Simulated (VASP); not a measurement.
**VO₂ (relaxed from the layer:CdI2 structure): computed properties**

All values below come from PBEsol GGA, VASP's PBE PAW potentials (set 64) (plane waves; VASP).

space group: P-3m1 (164)
cell: a = b = 2.8532 Å, c = 16.9217 Å, α = β = 90.00°, γ = 120.00°
band gap (over mesh and band path): none (metal, semimetal or under 0.01 eV)
cell moment: 1.00 μB

```xyz
3
Lattice="2.8532 0.0000 0.0000 -1.4266 2.4710 0.0000 0.0000 0.0000 16.9217" Properties=species:S:1:pos:R:3 pbc="T T T"
V      0.0000     0.0000     8.4609
O      0.0000     1.6473     9.4578
O      1.4266     0.8237     7.4639
```
Starting moments (μB, in the order of the record's atoms V O O): 1.0 0.0 0.0.

The cell holds vacuum, so volume and density refer to the whole cell. The cell holds a wide vacuum, so values per volume refer to the whole cell. The moments were started parallel, and other spin orders were not tried in this run.

The cell is a sheet with vacuum, built from a generated structure.
